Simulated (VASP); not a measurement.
CuZn (CsCl type) is relaxed at rising pressure, each step from the one before. Symmetry mostly holds the structure type, and other phases were not tried. The mesh follows the cell, and a change of mesh leaves a small step in the series.

Data:

```cif
data_CuZn
_chemical_formula_sum 'Zn1 Cu1'
_space_group_name_H-M_alt 'Pm-3m'
_space_group_IT_number 221
_space_group_name_Hall '-P 4 2 3'
_cell_length_a 2.91277
_cell_length_b 2.91277
_cell_length_c 2.91277
_cell_angle_alpha 90.000
_cell_angle_beta 90.000
_cell_angle_gamma 90.000
loop_
_atom_site_label
_atom_site_type_symbol
_atom_site_symmetry_multiplicity
_atom_site_Wyckoff_symbol
_atom_site_fract_x
_atom_site_fract_y
_atom_site_fract_z
_atom_site_occupancy
Zn1 Zn 1 b 0.50000 0.50000 0.50000 1
Cu1 Cu 1 a 0.00000 0.00000 0.00000 1
```

Computed with PBEsol GGA, VASP's PBE PAW potentials (set 64) (plane waves; VASP). Run with 500 eV cut-off, 12×12×12 Γ-centred mesh, first-order Methfessel-Paxton smearing of 0.10 eV, potentials Zn Cu.

```json
[
 {"P (GPa)": "0", "V (Å³/atom)": "12.36", "H − H(0) (eV/atom)": "0.000", "space group": "Pm-3m", "gap on the mesh (eV)": "0.00", "k-mesh": "12×12×12"},
 {"P (GPa)": "5", "V (Å³/atom)": "11.96", "H − H(0) (eV/atom)": "0.379", "space group": "Pm-3m", "gap on the mesh (eV)": "0.00", "k-mesh": "13×13×13"},
 {"P (GPa)": "10", "V (Å³/atom)": "11.60", "H − H(0) (eV/atom)": "0.746", "space group": "Pm-3m", "gap on the mesh (eV)": "0.00", "k-mesh": "13×13×13"},
 {"P (GPa)": "20", "V (Å³/atom)": "11.06", "H − H(0) (eV/atom)": "1.453", "space group": "Pm-3m", "gap on the mesh (eV)": "0.00", "k-mesh": "13×13×13"},
 {"P (GPa)": "30", "V (Å³/atom)": "10.62", "H − H(0) (eV/atom)": "2.129", "space group": "Pm-3m", "gap on the mesh (eV)": "0.00", "k-mesh": "13×13×13"},
 {"P (GPa)": "45", "V (Å³/atom)": "10.11", "H − H(0) (eV/atom)": "3.098", "space group": "Pm-3m", "gap on the mesh (eV)": "0.00", "k-mesh": "13×13×13"}
]
```

Pressures at which the relaxation failed are left out.

The compound is CuZn in the CsCl type structure. The electron count is odd and the run is not spin-polarised, which forces a metal.
